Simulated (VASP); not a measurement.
Output of a VASP run:

**OSZICAR**
```
...
DAV:   2    -0.144170313192E-01   -0.27289E+03   -0.25628E+03  6940   0.449E+02
DAV:   3    -0.300313448226E+02   -0.30017E+02   -0.28434E+02  7800   0.168E+02
DAV:   4    -0.309574759123E+02   -0.92613E+00   -0.92046E+00  7592   0.309E+01
DAV:   5    -0.309834503319E+02   -0.25974E-01   -0.25965E-01  8200   0.492E+00    0.244E+01
DAV:   6    -0.281331289581E+02    0.28503E+01   -0.33419E+01 10076   0.105E+02    0.208E+01
DAV:   7    -0.269016723786E+02    0.12315E+01   -0.66655E+00  8908   0.731E+01    0.110E+01
DAV:   8    -0.269634558220E+02   -0.61783E-01   -0.15549E+00  7624   0.108E+01    0.643E+00
DAV:   9    -0.268986518174E+02    0.64804E-01   -0.87884E-02 11076   0.840E+00    0.868E-01
DAV:  10    -0.269027933816E+02   -0.41416E-02   -0.45355E-02  8796   0.248E+00    0.412E-01
DAV:  11    -0.269032002449E+02   -0.40686E-03   -0.27152E-03  8024   0.161E+00    0.115E-01
DAV:  12    -0.269033078467E+02   -0.10760E-03   -0.78162E-04  9408   0.349E-01    0.529E-02
DAV:  13    -0.269032980113E+02    0.98353E-05   -0.64144E-05 10608   0.144E-01    0.167E-02
DAV:  14    -0.269032993226E+02   -0.13113E-05   -0.11355E-05  8348   0.488E-02    0.144E-02
DAV:  15    -0.269032992670E+02    0.55592E-07   -0.10118E-06  3676   0.335E-02
   1 F= -.21046531E+02 E0= -.21046531E+02  d E =-.210465E+02  mag=     0.0000
       N       E                     dE             d eps       ncg     rms          rms(c)
DAV:   1    -0.278612697207E+02   -0.95797E+00   -0.28141E+01  8152   0.786E+01    0.993E+00
DAV:   2    -0.266365995530E+02    0.12247E+01   -0.53708E+00  8688   0.429E+01    0.530E+00
DAV:   3    -0.264987025826E+02    0.13790E+00   -0.55436E-01  9536   0.172E+01    0.347E+00
DAV:   4    -0.264620633993E+02    0.36639E-01   -0.10133E-01  9280   0.568E+00    0.108E+00
DAV:   5    -0.264505363892E+02    0.11527E-01   -0.18259E-02 11632   0.274E+00    0.594E-01
DAV:   6    -0.264470881596E+02    0.34482E-02   -0.81912E-03  7264   0.109E+00    0.173E-01
DAV:   7    -0.264469557781E+02    0.13238E-03   -0.60597E-04 10176   0.421E-01    0.769E-02
DAV:   8    -0.264469679642E+02   -0.12186E-04   -0.21126E-04  7488   0.126E-01    0.440E-02
DAV:   9    -0.264469658330E+02    0.21311E-05   -0.11733E-05 10040   0.572E-02    0.181E-02
DAV:  10    -0.264469642469E+02    0.15862E-05   -0.10075E-05  9248   0.294E-02    0.210E-03
DAV:  11    -0.264469642825E+02   -0.35612E-07   -0.33243E-07  3576   0.728E-03
   2 F= -.20998813E+02 E0= -.20998813E+02  d E =0.477178E-01  mag=    -0.0000
       N       E                     dE             d eps       ncg     rms          rms(c)
DAV:   1    -0.273140081289E+02   -0.86704E+00   -0.11203E+01  8624   0.511E+01    0.594E+00
DAV:   2    -0.268542765115E+02    0.45973E+00   -0.19831E+00  7928   0.296E+01    0.368E+00
DAV:   3    -0.267922968446E+02    0.61980E-01   -0.24158E-01  9528   0.114E+01    0.211E+00
DAV:   4    -0.267780698845E+02    0.14227E-01   -0.43815E-02  9520   0.355E+00    0.723E-01
DAV:   5    -0.267739607387E+02    0.41091E-02   -0.73573E-03 11752   0.159E+00    0.383E-01
DAV:   6    -0.267727987239E+02    0.11620E-02   -0.33785E-03  7344   0.854E-01    0.962E-02
DAV:   7    -0.267727505532E+02    0.48171E-04   -0.45139E-04  9104   0.195E-01    0.429E-02
DAV:   8    -0.267727517356E+02   -0.11824E-05   -0.29964E-05  8560   0.106E-01    0.243E-02
DAV:   9    -0.267727506285E+02    0.11071E-05   -0.15208E-05  7832   0.369E-02    0.583E-03
DAV:  10    -0.267727507013E+02   -0.72811E-07   -0.23463E-06  4984   0.230E-02
   3 F= -.21074152E+02 E0= -.21074152E+02  d E =-.276220E-01  mag=    -0.0000
```

### OUTCAR
```
------------------------ aborting loop because EDIFF is reached ----------------------------------------
  FORCE on cell =-STRESS in cart. coord.  units (eV):
  Direction    XX          YY          ZZ          XY          YZ          ZX
  --------------------------------------------------------------------------------------
  Total        5.6802563      5.6802563      5.6802563     -0.0571578     -0.0571578     -0.0571578
  in kB      299.0343996    299.0343996    299.0343996     -3.0090437     -3.0090437     -3.0090437
  external PRESSURE =      -0.9656004 kB  Pullay stress =     300.0000000 kB
  volume of cell :       30.43
      direct lattice vectors                 reciprocal lattice vectors
     3.919186025  1.945074671  1.945074671     0.380388649 -0.126168389 -0.126168389
     1.945074671  3.919186025  1.945074671    -0.126168389  0.380388649 -0.126168389
     1.945074671  1.945074671  3.919186025    -0.126168389 -0.126168389  0.380388649
 POSITION                                       TOTAL-FORCE (eV/Angst)
 -----------------------------------------------------------------------------------
      0.00000      0.00000      0.00000        -0.000000      0.000000     -0.000000
      3.90467      3.90467      3.90467         0.000000      0.000000      0.000000
      1.95233      1.95233      1.95233        -0.000000     -0.000000     -0.000000
      5.85700      5.85700      5.85700        -0.000000     -0.000000     -0.000000
 -----------------------------------------------------------------------------------
    total drift:                                0.000000     -0.000000     -0.000000
  FREE ENERGIE OF THE ION-ELECTRON SYSTEM (eV)
  ---------------------------------------------------
  free  energy   TOTEN  =       -26.7727507013 eV

  energy  without entropy=      -26.7727507010  energy(sigma->0) =      -26.77275070
  enthalpy is  TOTEN    =       -21.0741524718 eV   P V=        5.6985982296

 total charge

# of ion       s       p       d       tot
------------------------------------------
    1        0.402   0.572   8.476   9.451
    2        0.402   0.572   8.476   9.451
    3        1.553   3.473   0.000   5.026
    4        1.553   3.473   0.000   5.026
--------------------------------------------------
tot          3.910   8.092  16.952  28.954

 magnetization (x)

# of ion       s       p       d       tot
------------------------------------------
    1       -0.012  -0.015   1.016   0.989
    2        0.012   0.015  -1.016  -0.989
    3        0.000   0.000   0.000   0.000
    4        0.000   0.000   0.000   0.000
--------------------------------------------------
tot         -0.000   0.000   0.000   0.000

 reached required accuracy - stopping structural energy minimisation
```
(Selected blocks of OUTCAR.)

**POSCAR**
```
NiO
1
    3.9560057866     1.9642476871     1.9642476871
    1.9642476871     3.9560057866     1.9642476871
    1.9642476871     1.9642476871     3.9560057866
Ni O
2 2
Direct
  0.0000000000   0.0000000000   0.0000000000
  0.5000000000   0.5000000000   0.5000000000
  0.2500000000   0.2500000000   0.2500000000
  0.7500000000   0.7500000000   0.7500000000
```

Reconstruct the remaining input files.

One answer among several that fit: the input of the run itself, LDA (Ceperley-Alder, Perdew-Zunger), plane waves, VASP's LDA PAW potentials (set 64).

### INCAR
```
ISMEAR=0
LWAVE=F
EDIFFG=-0.02
NELM=100   # most electronic steps
SIGMA=0.05
LREAL=F   # projection in real space or not
ISIF=3   # ions, shape and volume
LORBIT=10
ISPIN=2
NSW=40
MAGMOM=1.1 -1.1 0.0 0.0
IBRION=2
ALGO=Normal   # blocked Davidson
SYSTEM=NiO
EDIFF=1E-6   # SCF stop (eV)
LCHARG=F
PREC=Accurate
LMAXMIX=4   # l cut-off of mixed one-centre charges
PSTRESS=300
ENCUT=620
LASPH=T   # aspherical one-centre terms
```

**KPOINTS**
```
Automatic mesh
0
G
  9 9 9
```

POTCAR, in this order: Ni O (LDA.64 set). Program: vasp_std.

Energy and stress use the plane-wave basis of the starting cell.

The compound is NiO in the rock salt, AFM-II order structure. This run relaxes it under an external pressure of 30 GPa. Symmetry was kept, so distortions that lower it aren't found.
